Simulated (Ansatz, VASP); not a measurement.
## One calculation of La3LuO2, two programs

```xyz
6
Lattice="-2.7860 3.2209 4.2048 2.7860 -3.2209 4.2048 2.7860 3.2209 -4.2048" Properties=species:S:1:pos:R:3 pbc="T T T"
La    0.0000    3.2209    0.0000
La    2.7860    0.0000    0.0000
La    0.0000    0.0000    0.0000
Lu    0.0000    0.0000    4.2048
O     0.0000    0.0000    1.9977
O     0.0000    0.0000    6.4118
```

Alike in both runs: task single point; functional PBE; k mesh 4 × 4 × 4; occupations gaussian, width 0.1 eV; no spin polarisation.

```csv
,VASP,Ansatz
version,VASP 6.6.1,Ansatz 0.2.0
potentials or method,"VASP PAW PBE potentials, release 64 (La, Lu, O)","scalar-relativistic, plane waves, PAW"
plane-wave cutoff (eV),520,420
valence electrons in the cell,70,70
```

Ansatz gave:

```
gap on the k mesh at the Fermi level (eV)       : none
pressure (GPa)                                  : 13.4
largest component of the traceless stress (GPa) : 10.33
rms of the force components (eV/Å)              : 1.325
```

What did VASP give for the same quantities?

gap on the k mesh at the Fermi level (eV): none; pressure (GPa): 13.5; largest component of the traceless stress (GPa): 10.25; rms of the force components (eV/Å): 1.317.

Atom by atom the forces differ by 0.008 eV/Å (rms over components). A gap of «none» marks a metal or a gap that the smearing closes.

Caveats: the k mesh is coarse (spacing up to 0.37 Å⁻¹), so the values aren't converged; forces of over 1 eV/Å show positions far from the minimum, so gaps and moduli don't describe the material at rest. Spin-orbit coupling is left out, which matters for the levels of La, Lu.
